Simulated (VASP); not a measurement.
An input for Ansatz (written as the equivalent of a VASP run, and not itself run):

Ansatz 0.2 input:
```yaml
crystal:
  lattice:
    - [0.0000000, 2.6192450, 2.6192450]
    - [2.6192450, 0.0000000, 2.6192450]
    - [2.6192450, 2.6192450, 0.0000000]
  atoms:
    - { symbol: Mg, position: [0.0000000, 0.0000000, 0.0000000] }
    - { symbol: S, position: [0.5000000, 0.5000000, 0.5000000] }
kpoints:
  mp_grid: { grid: [7, 7, 7] }
hamiltonian:
  xc: pbe
  pseudopotentials: { kind: paw }
scf:
  occupations: { method: fermi_dirac, width: 0.02 }
  max_iter: 100
output: { forces: true, stress: true, eigenvalues: true }
```

Task: Write the VASP files for the same calculation (PBE).

Result: One answer among several that fit: 
INCAR:
```
# general
SYSTEM = MgS
PREC   = Accurate
ENCUT  = 300   # plane-wave cut-off (eV)
LREAL  = .FALSE.   # projection in real space or not
LASPH  = .TRUE.   # aspherical one-centre terms

# electronic loop
EDIFF  = 1E-6   # SCF stop (eV)
NELM   = 100   # most electronic steps
ALGO   = Normal

# smearing
ISMEAR = -1
SIGMA  = 0.02   # width (eV)

# functional
GGA    = PE

# ions
ISIF   = 2   # forces and stress, cell fixed

# output
LWAVE  = .FALSE.
LCHARG = .FALSE.
```

### KPOINTS
```
Automatic mesh
0
Gamma
7 7 7
0 0 0
```

POSCAR:
```
MgS
1
    0.0000000000     2.6192450000     2.6192450000
    2.6192450000     0.0000000000     2.6192450000
    2.6192450000     2.6192450000     0.0000000000
Mg S
1 1
Direct
  0.0000000000   0.0000000000   0.0000000000
  0.5000000000   0.5000000000   0.5000000000
```

POTCAR, in this order: Mg S (PBE.64 set). Program: vasp_std.

The two are equivalent in intent, not identical: each code has its own PAW files, so the cut-off isn't converted (ENCUT is set for VASP's; basis.ecutwfc is left out, and Ansatz then takes the one that its files recommend); Ansatz stops its SCF on the density residual and VASP on the energy change (EDIFF).

The structure comes from a computed database's MgS entry; how it stands against other phases isn't given here. The cell was not relaxed at this level.
